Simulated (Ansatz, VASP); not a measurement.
# ZnS (Wurtzite-2H): VASP beside Ansatz, part 2 of 3

Aim: how closely do two programs agree when they are given the same cell, functional and k mesh? The cell is taken from a series of runs on this material, whose earlier steps may have relaxed, scaled, displaced or heated it; both programs get it as it stands.

VASP 6.6.1 and Ansatz 0.2.0.

So far: The structure; VASP: zone-centre phonons, PBE.

## Step 2: VASP: zone-centre phonons, PBE (continued)

Level of this step: PBE; plane waves and PAW (S, Zn) (VASP).

Parts of OUTCAR (step 2):

```text
ion  position               nearest neighbor table
   1  0.333  0.667  0.380-   4 2.39   4 2.39   4 2.39   3 2.39
   2  0.667  0.333  0.880-   3 2.39   3 2.39   3 2.39   4 2.39
   3  0.333  0.667  0.005-   2 2.39   2 2.39   2 2.39   1 2.39
   4  0.667  0.333  0.505-   1 2.39   1 2.39   1 2.39   2 2.39

  LATTYP: Found a hexagonal cell.
 ALAT       =     3.8970158654
 C/A-ratio  =     1.6383855970

 Subroutine GETGRP returns: Found 12 space group operations
 (whereof  6 operations were pure point group operations)

The static configuration has the point symmetry C_3v.
 The point group associated with its full space group is C_6v.

 Found     95 irreducible k-points:

   k-points           NKPTS =     95   k-points in BZ     NKDIM =     95   number of bands    NBANDS=     24

   dimension x,y,z NGX =    28 NGY =   28 NGZ =   48
   dimension x,y,z NGXF=    56 NGYF=   56 NGZF=   96

   ENCUT  =  500.0 eV  36.75 Ry    6.06 a.u.   7.11  7.11 11.64*2*pi/ulx,y,z

   NELECT =      36.0000    total number of electrons

 k-points in reciprocal lattice and weights: Automatic mesh
   0.00000000  0.00000000  0.00000000       0.001
   0.08333333  0.00000000  0.00000000       0.005
   0.16666667  0.00000000  0.00000000       0.005
   0.25000000  0.00000000  0.00000000       0.005
   0.33333333  0.00000000  0.00000000       0.005
   0.41666667 -0.00000000  0.00000000       0.005
   0.50000000  0.00000000  0.00000000       0.003
   0.08333333  0.08333333  0.00000000       0.005
   0.16666667  0.08333333  0.00000000       0.010
[...]
-1.948507933  3.374914738  0.000000000     0.000000000  0.296303782  0.000000000
     0.000000000  0.000000000  6.384814665     0.000000000  0.000000000  0.156621617

 POSITION                                       TOTAL-FORCE (eV/Angst)
 -----------------------------------------------------------------------------------
      0.00000      2.24994      2.42588        -0.000000      0.000000      0.000064
      1.94851      1.12497      5.61828         0.000000     -0.000000      0.000064
      0.00000      2.24994      0.03228        -0.000000     -0.000000     -0.000064
      1.94851      1.12497      3.22468         0.000000      0.000000     -0.000064
 -----------------------------------------------------------------------------------
    total drift:                               -0.000000     -0.000001      0.000800

 MACROSCOPIC STATIC DIELECTRIC TENSOR (including local field effects in DFT)
 ------------------------------------------------------
           5.847646    -0.000000     0.000000
          -0.000000     5.847646     0.000000
           0.000000     0.000000     5.948777
 ------------------------------------------------------

 PIEZOELECTRIC TENSOR (including local field effects)  for field in x, y, z        (C/m^2)
          XX          YY          ZZ          XY          YZ          ZX
  --------------------------------------------------------------------------------
  x    -0.00000     0.00000     0.00000     0.00000     0.00000     0.38410
  y     0.00000    -0.00000    -0.00000    -0.00000     0.38410     0.00000
  z     0.37353     0.37353    -0.77423     0.00000     0.00000     0.00000

 BORN EFFECTIVE CHARGES (including local field effects) (in |e|, cummulative output)
 ---------------------------------------------------------------------------------
 ion    1
    1    -2.03104     0.00000    -0.00000
    2    -0.00000    -2.03104     0.00000
    3    -0.00000     0.00000    -2.13127
 ion    2
    1    -2.03104     0.00000     0.00000
    2    -0.00000    -2.03104     0.00000
    3     0.00000     0.00000    -2.13127
 ion    3
    1     2.03104    -0.00000     0.00000
    2     0.00000     2.03104     0.00000
    3     0.00000    -0.00000     2.13127
 ion    4
    1     2.03104     0.00000    -0.00000
    2     0.00000     2.03104     0.00000
    3     0.00000     0.00000     2.13127

 Eigenvectors and eigenvalues of the dynamical matrix
 ----------------------------------------------------

   1 f  =    9.140678 THz    57.432577 2PiTHz  304.900214 cm-1    37.802792 meV
             X         Y         Z           dx          dy          dz
      0.000000  2.249943  2.425877    -0.000000   -0.000000   -0.701706
      1.948508  1.124972  5.618284    -0.000000   -0.000000    0.701706
      0.000000  2.249943  0.032277     0.000000    0.000000    0.087230
      1.948508  1.124972  3.224684     0.000000    0.000000   -0.087230

   2 f  =    7.500534 THz    47.127243 2PiTHz  250.190870 cm-1    31.019701 meV
             X         Y         Z           dx          dy          dz
      0.000000  2.249943  2.425877    -0.619802    0.000000    0.000000
      1.948508  1.124972  5.618284     0.619802   -0.000000    0.000000
      0.000000  2.249943  0.032277    -0.340362    0.000000   -0.000000
      1.948508  1.124972  3.224684     0.340362   -0.000000   -0.000000

   3 f  =    7.500534 THz    47.127243 2PiTHz  250.190870 cm-1    31.019701 meV
             X         Y         Z           dx          dy          dz
      0.000000  2.249943  2.425877     0.000000    0.619802   -0.000000
      1.948508  1.124972  5.618284    -0.000000   -0.619802   -0.000000
      0.000000  2.249943  0.032277     0.000000    0.340362    0.000000
      1.948508  1.124972  3.224684    -0.000000   -0.340362    0.000000

   4 f  =    7.401659 THz    46.505995 2PiTHz  246.892768 cm-1    30.610788 meV
             X         Y         Z           dx          dy          dz
      0.000000  2.249943  2.425877    -0.577384    0.000003    0.000000
      1.948508  1.124972  5.618284    -0.577384    0.000003    0.000000
      0.000000  2.249943  0.032277     0.408200   -0.000002   -0.000000
      1.948508  1.124972  3.224684     0.408200   -0.000002   -0.000000

   5 f  =    7.401659 THz    46.505995 2PiTHz  246.892768 cm-1    30.610788 meV
             X         Y         Z           dx          dy          dz
      0.000000  2.249943  2.425877     0.000003    0.577384   -0.000000
      1.948508  1.124972  5.618284     0.000003    0.577384   -0.000000
      0.000000  2.249943  0.032277    -0.000002   -0.408200    0.000000
      1.948508  1.124972  3.224684    -0.000002   -0.408200    0.000000

   6 f  =    7.165173 THz    45.020112 2PiTHz  239.004458 cm-1    29.632763 meV
             X         Y         Z           dx          dy          dz
      0.000000  2.249943  2.425877    -0.000000   -0.000000   -0.579496
      1.948508  1.124972  5.618284    -0.000000   -0.000000   -0.579496
      0.000000  2.249943  0.032277     0.000000    0.000000    0.405197
      1.948508  1.124972  3.224684     0.000000    0.000000    0.405197

   7 f  =    5.414616 THz    34.021033 2PiTHz  180.612136 cm-1    22.393041 meV
             X         Y         Z           dx          dy          dz
      0.000000  2.249943  2.425877    -0.000000    0.000000    0.087230
      1.948508  1.124972  5.618284    -0.000000   -0.000000   -0.087230
      0.000000  2.249943  0.032277     0.000000   -0.000000    0.701706
      1.948508  1.124972  3.224684    -0.000000   -0.000000   -0.701706

   8 f  =    2.290676 THz    14.392739 2PiTHz   76.408712 cm-1     9.473469 meV
             X         Y         Z           dx          dy          dz
      0.000000  2.249943  2.425877    -0.340362   -0.000000    0.000000
      1.948508  1.124972  5.618284     0.340362    0.000000    0.000000
      0.000000  2.249943  0.032277     0.619802    0.000001    0.000000
      1.948508  1.124972  3.224684    -0.619802   -0.000001    0.000000

   9 f  =    2.290676 THz    14.392739 2PiTHz   76.408712 cm-1     9.473469 meV
             X         Y         Z           dx          dy          dz
      0.000000  2.249943  2.425877     0.000000   -0.340362   -0.000000
      1.948508  1.124972  5.618284    -0.000000    0.340362   -0.000000
      0.000000  2.249943  0.032277    -0.000001    0.619802   -0.000000
      1.948508  1.124972  3.224684     0.000001   -0.619802   -0.000000

  10 f/i=    0.005039 THz     0.031661 2PiTHz    0.168082 cm-1     0.020840 meV
             X         Y         Z           dx          dy          dz
      0.000000  2.249943  2.425877     0.000000   -0.000000   -0.405197
      1.948508  1.124972  5.618284     0.000000   -0.000000   -0.405197
      0.000000  2.249943  0.032277     0.000000   -0.000000   -0.579496
      1.948508  1.124972  3.224684     0.000000   -0.000000   -0.579496

  11 f/i=    0.033216 THz     0.208704 2PiTHz    1.107975 cm-1     0.137371 meV
             X         Y         Z           dx          dy          dz
      0.000000  2.249943  2.425877     0.023200    0.407540   -0.000000
      1.948508  1.124972  5.618284     0.023200    0.407540   -0.000000
      0.000000  2.249943  0.032277     0.032816    0.576451   -0.000000
      1.948508  1.124972  3.224684     0.032816    0.576451   -0.000000

  12 f/i=    0.033216 THz     0.208704 2PiTHz    1.107975 cm-1     0.137371 meV
             X         Y         Z           dx          dy          dz
      0.000000  2.249943  2.425877    -0.407540    0.023200   -0.000000
      1.948508  1.124972  5.618284    -0.407540    0.023200   -0.000000
      0.000000  2.249943  0.032277    -0.576451    0.032816   -0.000000
      1.948508  1.124972  3.224684    -0.576451    0.032816   -0.000000

 MACROSCOPIC STATIC DIELECTRIC TENSOR IONIC CONTRIBUTION
 ------------------------------------------------------
           3.674164     0.000000     0.000000
           0.000000     3.674164     0.000000
           0.000000     0.000000     4.333626
 ------------------------------------------------------

 ELASTIC MODULI CONTR FROM IONIC RELAXATION (kBar)
 Direction    XX          YY          ZZ          XY          YZ          ZX
 --------------------------------------------------------------------------------
 XX        -168.4808     84.3916     73.7902     -0.0000     -0.0000      0.0000
 YY          84.3916   -168.4808     73.7902      0.0000      0.0000     -0.0000
 ZZ          73.7902     73.7902   -129.5051     -0.0000      0.0000      0.0000
 XY          -0.0000      0.0000     -0.0000   -126.4362      0.0000     -0.0000
 YZ          -0.0000      0.0000      0.0000      0.0000    -35.6519     -0.0000
 ZX           0.0000     -0.0000      0.0000     -0.0000     -0.0000    -46.2512
 --------------------------------------------------------------------------------

 PIEZOELECTRIC TENSOR IONIC CONTR  for field in x, y, z        (C/m^2)
          XX          YY          ZZ          XY          YZ          ZX
  --------------------------------------------------------------------------------
  x     0.00000    -0.00000     0.00000    -0.00000    -0.00000    -0.38789
  y    -0.00000     0.00000     0.00000     0.00000    -0.34056    -0.00000
  z    -0.40166    -0.40166     0.70492     0.00000    -0.00000    -0.00000
```

The dielectric response converges more slowly with the mesh than energies do, so tensor and charges may still move on a finer one.

(Continued in part 3 of 3.)

[Lines on the potential files, build, host, timing and source positions are cut from VASP's logs without a mark.]

[Logs are printed without paths, hosts, clocks, repeated set-up lines and the standing remarks that a program may print on its own settings, such as how far it seeks lower states.]

[Hosts, paths, dates, database ids (printed as entryN), source tags and the programs' standing remarks are cut or masked in the printed files.]
